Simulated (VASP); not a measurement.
Data:

```
CELL_PARAMETERS angstrom
     -3.00853     3.00853     1.64149
      3.00853    -3.00853     1.64149
      3.00853     3.00853    -1.64149
ATOMIC_POSITIONS crystal
  Te 0.75000 0.25000 0.50000
  Te 0.00000 0.00000 0.00000
```

Calculation: r2SCAN meta-GGA, VASP's PBE PAW potentials (set 64) (plane waves; VASP 6.6.1). Run with 400 eV cut-off, 8×8×8 Γ-centred mesh, Gaussian smearing of 0.050 eV, potentials Te.

Energy and stress use the plane-wave basis of the starting cell.

The ions, cell shape and volume are relaxed. What does this cell relax into?

```
CELL_PARAMETERS angstrom
     -3.24866     3.24866     1.53249
      3.24866    -3.24866     1.53249
      3.24866     3.24866    -1.53249
ATOMIC_POSITIONS crystal
  Te 0.75000 0.25000 0.50000
  Te 0.00000 0.00000 0.00000
```
Space group I4_1/amd (141), at a tolerance of 0.03 Å.

How do energy and volume change from the first to the last step?

The energy (σ→0) changes by -78.4 meV/atom and the volume by +8.9 %, in 14 ionic steps.

The structure was generated: Te was put into the beta-Sn type (I4_1/amd), which need not be its known phase. This run relaxes it. Symmetry was kept, so distortions that lower it aren't found.
